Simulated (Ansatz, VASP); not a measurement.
# ZrSi4Ru in VASP and in Ansatz

File INCAR:

```
PREC     = Accurate       # precision mode
ENCUT    = 520            # plane-wave cutoff, eV
EDIFF    = 1E-7           # SCF threshold, eV
ISMEAR   = 0              # smearing method
SIGMA    = 0.1            # smearing width, eV
LREAL    = F              # projectors in reciprocal space
LASPH    = T              # aspherical terms in the spheres
NELM     = 100            # most SCF steps
ALGO     = Normal         # electronic algorithm
ISIF     = 2              # what is computed and relaxed
LWAVE    = F              # write WAVECAR
LCHARG   = F              # write CHGCAR
GGA      = PE             # functional
NBANDS   = 30             # bands
```

The input KPOINTS:

```
regular mesh
0
Gamma
  6 6 4
```

POSCAR

```
ZrSi4Ru
1.0
    4.4526710000      0.0000000000      0.0000000000
   -2.2263355000      3.8561262000      0.0000000000
    0.0000000000      0.0000000000      5.3441505900
Zr Si Ru
1 4 1
Direct
    0.0000000000      0.0000000000      0.0000000000
    0.3333333300      0.6666666700      0.2792831600
    0.3333333300      0.6666666700      0.7207168400
    0.6666666700      0.3333333300      0.7207168400
    0.6666666700      0.3333333300      0.2792831600
    0.0000000000      0.0000000000      0.5000000000
```

Input for Ansatz:

```yaml
crystal:
  lattice:
    - [4.452671, 0.0, 0.0]
    - [-2.2263355, 3.8561262, 0.0]
    - [0.0, 0.0, 5.34415059]
  atoms:
    - { symbol: Zr, position: [0.0, 0.0, 0.0] }
    - { symbol: Si, position: [0.33333333, 0.66666667, 0.27928316] }
    - { symbol: Si, position: [0.33333333, 0.66666667, 0.72071684] }
    - { symbol: Si, position: [0.66666667, 0.33333333, 0.72071684] }
    - { symbol: Si, position: [0.66666667, 0.33333333, 0.27928316] }
    - { symbol: Ru, position: [0.0, 0.0, 0.5] }
basis:
  ecutwfc: 420
kpoints:
  mp_grid: { grid: [6, 6, 4] }
hamiltonian:
  xc: pbe
scf:
  occupations: { method: gaussian, width: 0.1 }
  lower_state_search: "off"
output:
  forces: true
  stress: true
  eigenvalues: true
```

Alike in both runs: task single point; functional PBE; k mesh 6 × 6 × 4; occupations gaussian, width 0.1 eV; no spin polarisation.

```csv
,VASP,Ansatz
version,VASP 6.6.1,Ansatz 0.2.0
potentials or method,"VASP PAW PBE potentials, release 64 (Zr_sv, Si, Ru_pv)","scalar-relativistic, plane waves, PAW"
plane-wave cutoff (eV),520,420
valence electrons in the cell,42,44
```

|  | VASP | Ansatz | Ansatz less VASP |
| --- | --- | --- | --- |
| gap on the k mesh at the Fermi level (eV) | none | none | - |
| pressure (GPa) | -1.4 | -1.4 | +0.03 |
| largest component of the traceless stress (GPa) | 8.78 | 8.76 | -0.022 |
| rms of the force components (eV/Å) | 0.109 | 0.113 | +0.0035 |

Atom by atom the forces differ by 0.003 eV/Å (rms over components). A gap of «none» marks a metal or a gap that the smearing closes. With one functional, cell and mesh, what is left measures potentials, basis and numerics. The two sets of potentials don't hold the same shells in valence.
